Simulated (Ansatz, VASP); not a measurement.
**BAs: VASP beside Ansatz**

Wanted: the spread between two codes on one cell, functional and k mesh. The cell is taken from a series of runs on this material, whose earlier steps may have relaxed, scaled, displaced or heated it; both programs get it as it stands.

Calculated with Ansatz 0.2.0; plane waves, with VASP 6.6.1 beside it; zone-centre phonons at LDA.

## (1) Set-up

It takes space group F-43m (No. 216, cubic). Conventional cell: a = 4.801 Å, b = 4.801 Å, c = 4.801 Å, α = 90.00°, β = 90.00°, γ = 90.00°. B has 4 As at 2.08 Å nearest. Nearest to As lie 4 B at 2.08 Å. Farther neighbours are not listed.

## (2) VASP: zone-centre phonons, LDA

Second derivatives magnify differences that forces hide, and they need a tight electronic threshold.

Lines of VASP's logs that name or quote its potential files are left out, and so is its time.

Input file INCAR:

```
SYSTEM = BAs
PREC = Accurate
ENCUT = 500
EDIFF = 1E-08
NELM = 120
ISMEAR = 0
SIGMA = 0.01
LREAL = .FALSE.
ALGO = Normal
GGA = CA
NBANDS = 10
LORBIT = 11
LWAVE = .FALSE.
LCHARG = .FALSE.
ISIF = 2
IBRION = 8
LEPSILON = .TRUE.
LASPH = .TRUE.
GGA_COMPAT = .FALSE.
EFERMI = MIDGAP
KPAR = 2
```

Input file POSCAR:

```
BAs
1.0
    0.0000000000      2.4003832802      2.4003832802
    2.4003832802      0.0000000000      2.4003832802
    2.4003832802      2.4003832802      0.0000000000
B As
1 1
Direct
    0.0000000000      0.0000000000      0.0000000000
    0.7500000000      0.7500000000      0.7500000000
```

Input file KPOINTS:

```
Automatic mesh
0
Gamma
12 12 12
0 0 0
```

The projector-augmented-wave data sets are B and As (LDA family, release 64).

Run with:

```sh
> mpirun -np 2 vasp_std
```

Numbers of over 12 decimals in the logs are rounded to 6 here.

The log of the run:

```text
[banner, memory and clock lines left out]
running    2 mpi-ranks, on    1 nodes
 distrk:  each k-point on    1 cores,    2 groups
 distr:  one band on    1 cores,    1 groups

 POSCAR found type information on POSCAR B As
 POSCAR found :  2 types and       2 ions
 LDA part: xc-table for (Slater(with rela. corr.)+CA(PZ))
 , standard interpolation
 POSCAR, INCAR and KPOINTS ok, starting setup
 FFT: planning ... GRIDC
 FFT: planning ... GRID_SOFT
 FFT: planning ... GRID
 WAVECAR not read
 entering main loop
       N       E                     dE             d eps       ncg     rms          rms(c)
DAV:   1     0.103320460966E+02    0.10332E+02   -0.36481E+03  1440   0.673E+02
DAV:   2    -0.129618107845E+02   -0.23294E+02   -0.21876E+02  2024   0.105E+02
DAV:   3    -0.136004991234E+02   -0.63869E+00   -0.63763E+00  1742   0.173E+01
DAV:   4    -0.136023070848E+02   -0.18080E-02   -0.18078E-02  1748   0.102E+00
DAV:   5    -0.136023098556E+02   -0.27708E-05   -0.27708E-05  1760   0.403E-02    0.490E+00
DAV:   6    -0.129991430650E+02    0.60317E+00   -0.16965E+00  1544   0.558E+00    0.232E+00
DAV:   7    -0.129235610702E+02    0.75582E-01   -0.18185E-01  1778   0.230E+00    0.878E-01
DAV:   8    -0.129106509035E+02    0.12910E-01   -0.23770E-02  1540   0.852E-01    0.985E-02
DAV:   9    -0.129106744939E+02   -0.23590E-04   -0.71633E-04  1658   0.177E-01    0.547E-02
DAV:  10    -0.129106818861E+02   -0.73922E-05   -0.84842E-05  1552   0.555E-02    0.133E-02
DAV:  11    -0.129106832663E+02   -0.13803E-05   -0.14308E-06  1716   0.908E-03    0.118E-02
DAV:  12    -0.129106831123E+02    0.15403E-06   -0.82178E-07  1596   0.399E-03    0.268E-03
DAV:  13    -0.129106831147E+02   -0.23813E-08   -0.31353E-08  1656   0.128E-03
   1 F= -.12910683E+02 E0= -.12910683E+02  d E =0.000000E+00
 Linear response reoptimize wavefunctions to high precision
DAV:   1    -0.129106831140E+02    0.65916E-09   -0.55385E-09  1598   0.345E-04
DAV:   2    -0.129106831141E+02   -0.11084E-10   -0.13986E-10   918   0.975E-05
 Linear response G [H, r] |phi>, progress :
  Direction:   1
       N       E                     dE             d eps       ncg     rms
RMM:   1    -0.477817337565E+02   -0.47782E+02   -0.62479E+01  3645   0.458E+01
RMM:   2    -0.364887383173E+02    0.11293E+02   -0.29675E+00  2379   0.113E+01
RMM:   3    -0.364991554563E+02   -0.10417E-01   -0.10622E-02  2479   0.938E-01
RMM:   4    -0.365005550780E+02   -0.13996E-02    0.13364E-03  2543   0.106E-01
RMM:   5    -0.365007030578E+02   -0.14798E-03    0.16358E-04  2553   0.126E-02
RMM:   6    -0.365007181807E+02   -0.15123E-04    0.17880E-05  2544   0.195E-03
RMM:   7    -0.365007197523E+02   -0.15716E-05    0.28895E-06  2332   0.473E-04
RMM:   8    -0.365007199486E+02   -0.19632E-06    0.27375E-06  2122   0.292E-04
RMM:   9    -0.365007199295E+02    0.19131E-07    0.47168E-06  1931   0.272E-04
RMM:  10    -0.365007199478E+02   -0.18278E-07    0.10123E-06  1730   0.272E-04
RMM:  11    -0.365007199776E+02   -0.29801E-07   -0.82045E-06  1527   0.272E-04
 Linear response G [H, r] |phi>, progress :
  Direction:   2
       N       E                     dE             d eps       ncg     rms
RMM:   1    -0.468889264356E+02   -0.46889E+02   -0.85781E+01  3649   0.437E+01
RMM:   2    -0.381075554148E+02    0.87814E+01   -0.19639E+00  2368   0.986E+00
RMM:   3    -0.381284595051E+02   -0.20904E-01    0.29524E-04  2506   0.765E-01
RMM:   4    -0.381299880293E+02   -0.15285E-02    0.13628E-03  2544   0.856E-02
RMM:   5    -0.381301308899E+02   -0.14286E-03    0.15943E-04  2562   0.104E-02
RMM:   6    -0.381301455447E+02   -0.14655E-04    0.16878E-05  2531   0.169E-03
RMM:   7    -0.381301470763E+02   -0.15316E-05    0.16621E-06  2319   0.460E-04
RMM:   8    -0.381301472674E+02   -0.19111E-06   -0.67641E-08  2125   0.308E-04
RMM:   9    -0.381301472676E+02   -0.16233E-09   -0.95114E-09  1982   0.292E-04
 Linear response G [H, r] |phi>, progress :
  Direction:   3
       N       E                     dE             d eps       ncg     rms
RMM:   1    -0.255586652689E+02   -0.25559E+02    0.11732E+02  3469   0.429E+01
RMM:   2    -0.223036321241E+02    0.32550E+01   -0.24597E+00  2336   0.995E+00
RMM:   3    -0.222996997725E+02    0.39324E-02   -0.32512E-02  2478   0.936E-01
RMM:   4    -0.222994207295E+02    0.27904E-03   -0.42465E-04  2537   0.109E-01
RMM:   5    -0.222994134101E+02    0.73195E-05   -0.14834E-05  2526   0.137E-02
RMM:   6    -0.222994128117E+02    0.59833E-06   -0.91565E-07  2531   0.197E-03
RMM:   7    -0.222994127402E+02    0.71534E-07    0.11689E-06  2278   0.386E-04
RMM:   8    -0.222994127371E+02    0.30919E-08    0.30799E-07  2056   0.177E-04
RMM:   9    -0.222994127696E+02   -0.32499E-07   -0.49483E-07  1841   0.154E-04
RMM:  10    -0.222994127709E+02   -0.13013E-08   -0.78822E-07  1628   0.154E-04
RMM:  11    -0.222994127749E+02   -0.40345E-08    0.21407E-06  1475   0.154E-04
RMM:  12    -0.222994127785E+02   -0.35759E-08    0.45873E-06  1333   0.154E-04
 Linear response to external field (no local field effect), progress :
  Direction:   1
       N       E                     dE             d eps       ncg     rms          rms(c)
RMM:   1    -0.857946765440E+00   -0.85795E+00   -0.39921E+00  3282   0.338E+00
RMM:   2    -0.879942543888E+00   -0.21996E-01   -0.92778E-03  2396   0.474E-01
[...]
RMM:   5    -0.350168932082E+00   -0.14956E-09   -0.31579E-09  2200   0.200E-04
 change of polarisation eV/A/(eV/A) component  3 :     0.200    -0.271     0.700
 dielectric tensor                  component  3 :     1.308    -1.774     5.581
 Linear response to external field, progress :
  Direction:   1
       N       E                     dE             d eps       ncg     rms          rms(c)
RMM:   1    -0.691093544152E+00   -0.69109E+00   -0.31710E+00 12658   0.304E+00
RMM:   2    -0.709060438939E+00   -0.17967E-01   -0.75984E-03  9266   0.427E-01    0.130E+00
RMM:   3    -0.692776995899E+00    0.16283E-01   -0.67311E-03  9447   0.468E-01    0.743E-01
RMM:   4    -0.716356636403E+00   -0.23580E-01   -0.89047E-03  9258   0.556E-01    0.730E-02
RMM:   5    -0.719762298080E+00   -0.34057E-02   -0.14418E-04  9558   0.752E-02    0.908E-03
RMM:   6    -0.719891348886E+00   -0.12905E-03   -0.99970E-07  9694   0.715E-03    0.475E-03
RMM:   7    -0.719958131429E+00   -0.66783E-04   -0.16008E-07  9687   0.311E-03    0.312E-04
RMM:   8    -0.719967917467E+00   -0.97860E-05   -0.13094E-09 10021   0.254E-04    0.118E-04
RMM:   9    -0.719964275182E+00    0.36423E-05    0.30637E-09  8812   0.101E-04    0.262E-05
RMM:  10    -0.719964521701E+00   -0.24652E-06    0.97837E-10  5479   0.241E-05    0.367E-06
 change of polarisation eV/A/(eV/A) component  1 :     1.350     0.353     0.218
 dielectric tensor                  component  1 :     9.830     2.308     1.423
 Linear response to external field, progress :
  Direction:   2
       N       E                     dE             d eps       ncg     rms          rms(c)
RMM:   1    -0.691094844072E+00   -0.69109E+00   -0.31711E+00 12659   0.304E+00
RMM:   2    -0.709060321152E+00   -0.17965E-01   -0.76079E-03  9267   0.427E-01    0.130E+00
RMM:   3    -0.692776857645E+00    0.16283E-01   -0.67365E-03  9444   0.468E-01    0.743E-01
RMM:   4    -0.716356293008E+00   -0.23579E-01   -0.89099E-03  9259   0.556E-01    0.730E-02
RMM:   5    -0.719762489747E+00   -0.34062E-02   -0.14428E-04  9553   0.752E-02    0.908E-03
RMM:   6    -0.719891387888E+00   -0.12890E-03   -0.99370E-07  9703   0.716E-03    0.474E-03
RMM:   7    -0.719958187474E+00   -0.66800E-04   -0.15776E-07  9683   0.311E-03    0.312E-04
RMM:   8    -0.719967959901E+00   -0.97724E-05   -0.38804E-09 10021   0.254E-04    0.118E-04
RMM:   9    -0.719964323019E+00    0.36369E-05   -0.34154E-09  8821   0.101E-04    0.264E-05
RMM:  10    -0.719964579198E+00   -0.25618E-06   -0.57308E-09  5498   0.240E-05    0.420E-06
 change of polarisation eV/A/(eV/A) component  2 :     0.293     1.350     0.215
 dielectric tensor                  component  2 :     1.918     9.830     1.407
 Linear response to external field, progress :
  Direction:   3
       N       E                     dE             d eps       ncg     rms          rms(c)
RMM:   1    -0.691106103239E+00   -0.69111E+00   -0.31712E+00 12655   0.304E+00
RMM:   2    -0.709060822930E+00   -0.17955E-01   -0.75681E-03  9265   0.427E-01    0.130E+00
RMM:   3    -0.692777031822E+00    0.16284E-01   -0.67281E-03  9445   0.468E-01    0.743E-01
RMM:   4    -0.716356945995E+00   -0.23580E-01   -0.89024E-03  9260   0.556E-01    0.730E-02
RMM:   5    -0.719762329639E+00   -0.34054E-02   -0.14431E-04  9554   0.752E-02    0.908E-03
RMM:   6    -0.719891384487E+00   -0.12905E-03   -0.99079E-07  9698   0.716E-03    0.475E-03
RMM:   7    -0.719958180509E+00   -0.66796E-04   -0.15639E-07  9684   0.311E-03    0.312E-04
RMM:   8    -0.719967957202E+00   -0.97767E-05   -0.23889E-09 10005   0.254E-04    0.118E-04
RMM:   9    -0.719964318367E+00    0.36388E-05   -0.17668E-09  8809   0.101E-04    0.265E-05
RMM:  10    -0.719964577977E+00   -0.25961E-06   -0.30327E-09  5458   0.238E-05    0.439E-06
 change of polarisation eV/A/(eV/A) component  3 :     0.242     0.329     1.350
 dielectric tensor                  component  3 :     1.580     2.152     9.830
 Linear response DOF=           2
 Linear response progress:
  Degree of freedom:   1/  2
       N       E                     dE             d eps       ncg     rms          rms(c)
RMM:   1    -0.429421681475E-01   -0.42942E-01    0.14365E-03 13198   0.108E+00
RMM:   2    -0.400789583198E-01    0.28632E-02   -0.94063E-04  8776   0.216E-01    0.960E-02
RMM:   3    -0.401376667991E-01   -0.58708E-04   -0.54441E-05  9222   0.633E-02    0.506E-02
RMM:   4    -0.403982652983E-01   -0.26060E-03   -0.68156E-05  9074   0.584E-02    0.742E-03
RMM:   5    -0.403787241656E-01    0.19541E-04    0.33497E-06  9557   0.675E-03    0.676E-04
RMM:   6    -0.403766399130E-01    0.20843E-05    0.27846E-07  9522   0.541E-04    0.265E-04
RMM:   7    -0.403759981840E-01    0.64173E-06    0.11757E-07  9684   0.244E-04    0.467E-05
RMM:   8    -0.403761161077E-01   -0.11792E-06   -0.75507E-09  9802   0.438E-05    0.121E-05
RMM:   9    -0.403760730943E-01    0.43013E-07   -0.12852E-08 10139   0.224E-05    0.186E-06
RMM:  10    -0.403760727060E-01    0.38833E-09    0.13140E-09  9105   0.134E-05    0.344E-07
 first order change of Fermi-energy   0.23370E+01
 force on displaced ion       1 direction 1 : -15.807   0.000   0.000
 Born effective charge ion    1 direction 1 :  -0.455   0.000   0.000
 Linear response progress:
  Degree of freedom:   2/  2
       N       E                     dE             d eps       ncg     rms          rms(c)
RMM:   1    -0.401805349571E-01   -0.40181E-01    0.32145E-02 13442   0.115E+00
RMM:   2    -0.380765679819E-01    0.21040E-02   -0.14292E-03  8912   0.217E-01    0.956E-02
RMM:   3    -0.379069306818E-01    0.16964E-03   -0.10891E-04  9516   0.272E-02    0.559E-02
RMM:   4    -0.379131810868E-01   -0.62504E-05   -0.98682E-05  9380   0.302E-02    0.314E-03
RMM:   5    -0.379029456752E-01    0.10235E-04   -0.56795E-06  9727   0.279E-03    0.811E-04
RMM:   6    -0.378997471437E-01    0.31985E-05    0.19306E-07  9646   0.506E-04    0.152E-04
RMM:   7    -0.378987506327E-01    0.99651E-06    0.22087E-07  9947   0.114E-04    0.375E-05
RMM:   8    -0.378986608269E-01    0.89806E-07    0.56790E-08  9676   0.325E-05    0.150E-05
RMM:   9    -0.378987144384E-01   -0.53612E-07    0.14892E-08 10261   0.173E-05    0.862E-07
RMM:  10    -0.378987165898E-01   -0.21514E-08    0.24689E-08  7408   0.122E-05    0.278E-07
 first order change of Fermi-energy  -0.23368E+01
 force on displaced ion       2 direction 1 : -15.801  -0.000  -0.000
 Born effective charge ion    2 direction 1 :   0.450   0.000   0.000
 Born effective charges drift removed
 Linear response finished
```

From OUTCAR (step 2):

```text
ion  position               nearest neighbor table
   1  0.000  0.000  0.000-   2 2.08   2 2.08   2 2.08   2 2.08
   2  0.750  0.750  0.750-   1 2.08   1 2.08   1 2.08   1 2.08

  LATTYP: Found a face centered cubic cell.
 ALAT       =     4.8007665604

 Subroutine GETGRP returns: Found 24 space group operations
 (whereof 24 operations were pure point group operations)

The static configuration has the point symmetry T_d .

 Found     72 irreducible k-points:

   k-points           NKPTS =     72   k-points in BZ     NKDIM =     72   number of bands    NBANDS=     10

   dimension x,y,z NGX =    28 NGY =   28 NGZ =   28
   dimension x,y,z NGXF=    56 NGYF=   56 NGZF=   56

   ENCUT  =  500.0 eV  36.75 Ry    6.06 a.u.   6.19  6.19  6.19*2*pi/ulx,y,z

   NELECT =       8.0000    total number of electrons

 k-points in reciprocal lattice and weights: Automatic mesh
   0.00000000  0.00000000  0.00000000       0.001
   0.08333333  0.00000000  0.00000000       0.005
   0.16666667  0.00000000  0.00000000       0.005
   0.25000000  0.00000000  0.00000000       0.005
   0.33333333  0.00000000  0.00000000       0.005
   0.41666667  0.00000000  0.00000000       0.005
   0.50000000  0.00000000  0.00000000       0.002
   0.08333333  0.08333333  0.00000000       0.003
   0.16666667  0.08333333  0.00000000       0.014
[...]
-0.33333333  0.50000000  0.16666667       0.007
  -0.25000000  0.50000000  0.25000000       0.003

 average (electrostatic) potential at core
       1 -32.1398       2 -52.1490

  Total       -0.8675969     -0.8675969     -0.8675969      0.0000000      0.0000000      0.0000000
  in kB      -50.2524013    -50.2524013    -50.2524013      0.0000000      0.0000000      0.0000000
  external PRESSURE =     -50.2524013 kB  Pullay stress =       0.0000000 kB

  energy-cutoff  :      500.00
  volume of cell :       27.66
      direct lattice vectors                 reciprocal lattice vectors
     0.000000000  2.400383280  2.400383280    -0.208300068  0.208300068  0.208300068
     2.400383280  0.000000000  2.400383280     0.208300068 -0.208300068  0.208300068
     2.400383280  2.400383280  0.000000000     0.208300068  0.208300068 -0.208300068

 POSITION                                       TOTAL-FORCE (eV/Angst)
 -----------------------------------------------------------------------------------
      0.00000      0.00000      0.00000        -0.000000      0.000000      0.000000
      3.60057      3.60057      3.60057         0.000000     -0.000000     -0.000000
 -----------------------------------------------------------------------------------
    total drift:                                0.000000      0.000000      0.000000

 MACROSCOPIC STATIC DIELECTRIC TENSOR (including local field effects in DFT)
 ------------------------------------------------------
           9.830198     0.000000     0.000000
          -0.000000     9.830198    -0.000000
           0.000000    -0.000000     9.830198
 ------------------------------------------------------

 PIEZOELECTRIC TENSOR (including local field effects)  for field in x, y, z        (C/m^2)
          XX          YY          ZZ          XY          YZ          ZX
  --------------------------------------------------------------------------------
  x    -0.00000    -0.00000    -0.00000     0.00000    -0.06534     0.00000
  y     0.00000     0.00000     0.00000     0.00000     0.00000    -0.06534
  z     0.00000     0.00000     0.00000    -0.06534     0.00000     0.00000

 BORN EFFECTIVE CHARGES (including local field effects) (in |e|, cummulative output)
 ---------------------------------------------------------------------------------
 ion    1
    1    -0.45037     0.00000     0.00000
    2    -0.00000    -0.45037     0.00000
    3    -0.00000    -0.00000    -0.45037
 ion    2
    1     0.45037     0.00000     0.00000
    2     0.00000     0.45037    -0.00000
    3     0.00000     0.00000     0.45037

 Eigenvectors and eigenvalues of the dynamical matrix
 ----------------------------------------------------

   1 f  =   20.220866 THz   127.051446 2PiTHz  674.495474 cm-1    83.626743 meV
             X         Y         Z           dx          dy          dz
      0.000000  0.000000  0.000000     0.934849    0.000000    0.000000
      3.600575  3.600575  3.600575    -0.355047    0.000000    0.000000

   2 f  =   20.220866 THz   127.051446 2PiTHz  674.495474 cm-1    83.626743 meV
             X         Y         Z           dx          dy          dz
      0.000000  0.000000  0.000000    -0.000000    0.934849    0.000000
      3.600575  3.600575  3.600575    -0.000000   -0.355047    0.000000

   3 f  =   20.220866 THz   127.051446 2PiTHz  674.495474 cm-1    83.626743 meV
             X         Y         Z           dx          dy          dz
      0.000000  0.000000  0.000000    -0.000000   -0.000000   -0.934849
      3.600575  3.600575  3.600575    -0.000000   -0.000000    0.355047

   4 f/i=    0.001297 THz     0.008151 2PiTHz    0.043270 cm-1     0.005365 meV
             X         Y         Z           dx          dy          dz
      0.000000  0.000000  0.000000    -0.211646    0.243775    0.147776
      3.600575  3.600575  3.600575    -0.557271    0.641867    0.389098

   5 f/i=    0.001297 THz     0.008151 2PiTHz    0.043270 cm-1     0.005365 meV
             X         Y         Z           dx          dy          dz
      0.000000  0.000000  0.000000     0.247733    0.248346   -0.054872
      3.600575  3.600575  3.600575     0.652288    0.653902   -0.144480

   6 f/i=    0.001297 THz     0.008151 2PiTHz    0.043270 cm-1     0.005365 meV
             X         Y         Z           dx          dy          dz
      0.000000  0.000000  0.000000    -0.141040    0.070400   -0.318135
      3.600575  3.600575  3.600575    -0.371363    0.185366   -0.837658

 MACROSCOPIC STATIC DIELECTRIC TENSOR IONIC CONTRIBUTION
 ------------------------------------------------------
           0.083960     0.000000     0.000000
           0.000000     0.083960    -0.000000
           0.000000    -0.000000     0.083960
 ------------------------------------------------------

 ELASTIC MODULI CONTR FROM IONIC RELAXATION (kBar)
 Direction    XX          YY          ZZ          XY          YZ          ZX
 --------------------------------------------------------------------------------
 XX          -0.0000      0.0000      0.0000      0.0000     -0.0000      0.0000
 YY           0.0000     -0.0000      0.0000      0.0000      0.0000     -0.0000
 ZZ           0.0000      0.0000     -0.0000     -0.0000     -0.0000     -0.0000
 XY           0.0000      0.0000     -0.0000   -130.6513      0.0000      0.0000
 YZ          -0.0000      0.0000     -0.0000      0.0000   -130.6513      0.0000
 ZX           0.0000     -0.0000     -0.0000      0.0000      0.0000   -130.6513
 --------------------------------------------------------------------------------

 PIEZOELECTRIC TENSOR IONIC CONTR  for field in x, y, z        (C/m^2)
          XX          YY          ZZ          XY          YZ          ZX
  --------------------------------------------------------------------------------
  x     0.00000    -0.00000     0.00000     0.00000     0.09855     0.00000
  y    -0.00000     0.00000     0.00000    -0.00000     0.00000     0.09855
  z    -0.00000    -0.00000     0.00000     0.09855     0.00000     0.00000
```

(Part 1 of 2 ends here.)

[Lines on the potential files, build, host, timing and source positions are cut from VASP's logs without a mark.]

[Logs are printed without paths, hosts, clocks, repeated set-up lines and the standing remarks that a program may print on its own settings, such as how far it seeks lower states.]

[Hosts, paths, dates, database ids (printed as entryN), source tags and the programs' standing remarks are cut or masked in the printed files.]
